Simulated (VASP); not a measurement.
Here is the system:

```yaml
crystal:
  lattice:
    - [0.00000, 2.68919, 2.68919]
    - [2.68919, 0.00000, 2.68919]
    - [2.68919, 2.68919, 0.00000]
  atoms:
    - { symbol: Yb, position: [0.00000, 0.00000, 0.00000] }
```

Computed with TPSS meta-GGA, VASP's PBE PAW potentials (set 64) (plane waves; VASP). Settings: 520 eV cut-off, 10×10×10 Γ-centred mesh, tetrahedra with Blöchl corrections, potentials Yb_2.

The 4f electrons are frozen in the core of the lanthanide potential, so 4f levels, which can set the real gap, and their magnetism are missing.

**Question.** Give the energies of bands 4 to 7 at the high-symmetry points, in eV from the Fermi level.

**Answer.** 
```tsv
band	Γ	X	U	L	W
4	-4.94	-1.01	-0.24	-1.65	0.00
5	3.13	0.39	0.24	0.15	0.84
6	3.13	1.48	1.16	2.89	0.84
7	3.13	6.78	4.58	2.89	2.70
```

It has no gap at this level: it comes out as a metal or semimetal.

The compound is Yb in the fcc structure. It was relaxed first, which changed the volume by -5 %.
